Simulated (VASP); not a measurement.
OSZICAR of a VASP run on WS2 (space group P6_3/mmc):

OSZICAR:
```
       N       E                     dE             d eps       ncg     rms          rms(c)
DAV:   1     0.397053752861E+03    0.39705E+03   -0.22231E+04  2684   0.111E+03
DAV:   2    -0.243663061908E+02   -0.42142E+03   -0.41169E+03  2830   0.353E+02
DAV:   3    -0.496203088763E+02   -0.25254E+02   -0.25120E+02  3014   0.829E+01
DAV:   4    -0.501979447535E+02   -0.57764E+00   -0.57647E+00  2904   0.133E+01
DAV:   5    -0.502147058804E+02   -0.16761E-01   -0.16754E-01  3036   0.220E+00    0.351E+01
DAV:   6    -0.476713363037E+02    0.25434E+01   -0.16940E+01  2758   0.227E+01    0.158E+01
DAV:   7    -0.474086924414E+02    0.26264E+00   -0.41698E+00  2774   0.944E+00    0.639E+00
DAV:   8    -0.472886302043E+02    0.12006E+00   -0.56989E-01  3160   0.443E+00    0.178E+00
DAV:   9    -0.472904532880E+02   -0.18231E-02   -0.66851E-02  3108   0.124E+00    0.888E-01
DAV:  10    -0.472891329861E+02    0.13203E-02   -0.31387E-02  3025   0.108E+00    0.301E-01
DAV:  11    -0.472886838683E+02    0.44912E-03   -0.62436E-03  2893   0.462E-01    0.154E-01
DAV:  12    -0.472886321988E+02    0.51669E-04   -0.31185E-04  2905   0.103E-01    0.675E-02
DAV:  13    -0.472886505441E+02   -0.18345E-04   -0.16038E-04  3147   0.639E-02    0.204E-02
DAV:  14    -0.472886536977E+02   -0.31537E-05   -0.82234E-06  2561   0.162E-02    0.836E-03
DAV:  15    -0.472886543304E+02   -0.63270E-06   -0.10114E-06  2053   0.556E-03
   1 F= -.47288654E+02 E0= -.47288654E+02  d E =0.000000E+00
```

### Question
Which electronic solver shows in the log?

### Answer
It is blocked Davidson (ALGO = Normal, or the opening steps of other solvers). The INCAR had ALGO = Normal.

### Question
Can the final energy be trusted as converged?

### Answer
Self-consistency was reached. It stopped with EDIFF = 1E-6, NELM = 100 (PBE GGA, plane waves, VASP's PBE PAW potentials (set 64)).

The structure comes from a computed database's WS2 entry; how it stands against other phases isn't given here. The cell was not relaxed at this level. The run is one of a series of settings (GGA = PE against the base run), some of them coarse on purpose.
